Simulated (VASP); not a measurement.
**Ca3GeN: single point with LDA**

Ca3GeN:

```
N Ge Ca
1.0
     4.74913   -0.00390   -0.00270
    -0.00390    4.74547    0.00283
    -0.00270    0.00283    4.76601
N Ge Ca
1 1 3
Direct
  0.52152 0.45886 0.49213
  0.96262 0.00361 0.01563
  0.98751 0.52368 0.50746
  0.50917 0.01880 0.54002
  0.50456 0.50567 0.03051
```

The cell was built by a generator and needn't be a form met in nature.

```yaml
Program: VASP 6.6.1
Task: single point
Functional: LDA
Potentials_or_basis: VASP PAW LDA potentials, release 64 (N, Ge_d, Ca_sv)
Cutoff: 520 eV
k_mesh: 3 × 3 × 3
Occupations: tetrahedron
Spin: no spin polarisation
Dipole_correction: no
Further_INCAR_settings: ALGO = Normal; EDIFF = 1e-06; NBANDS = 32
```

| Quantity | Value |
| --- | --- |
| Pressure | -0.2 GPa |
| Largest force | 1.998 eV/Å |
| Band gap on the k mesh | none (metal or under the smearing width) |

Forces in eV/Å, atoms in the order of the input:
```
N   -0.630  1.743  0.746
Ge   0.405  0.011  0.073
Ca   0.802 -0.322  0.137
Ca  -0.340 -1.331 -0.238
Ca  -0.238 -0.102 -0.717
```

Stress tensor (GPa, compression positive):
```
-1.17  0.39  0.50
 0.39  1.24 -0.50
 0.50 -0.50 -0.70
```

Levels at points of the mesh, in eV from the Fermi level:
```tsv
k point	band 21	band 22	band 23	band 24	band 25	band 26	band 27	band 28	band 29	band 30
(0.00, 0.00, 0.00)	-0.78	-0.63	0.54	0.78	0.95	1.17	1.48	2.16	2.43	2.63
```

Run time: 21 s on 1 thread of Intel(R) Xeon(R) 6975P-C (Granite Rapids) (shared host), peak memory 0.2 GiB.

Caveat: the k mesh is coarse (spacing up to 0.44 Å⁻¹), so the values aren't converged; forces of over 1 eV/Å show positions far from the minimum, so gaps and moduli don't describe the material at rest; tetrahedron occupations give inexact forces and stress in metals.
